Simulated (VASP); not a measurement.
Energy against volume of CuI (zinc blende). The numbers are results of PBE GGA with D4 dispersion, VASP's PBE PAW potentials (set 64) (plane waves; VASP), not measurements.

```tsv
V (Å³/atom)	E (eV/atom)
25.052	-3.13817
25.852	-3.15027
26.651	-3.15389
27.451	-3.15044
28.250	-3.14110
```

Question: Fit a third-order Birch-Murnaghan equation of state.

Answer: 
The volume per atom is 26.64 Å^3/atom. The bulk modulus is 47.2 GPa and the pressure derivative of the bulk modulus is 5.08. The lattice constant a is 5.973 Å.

The compound is CuI in the zinc blende structure. It was relaxed first.
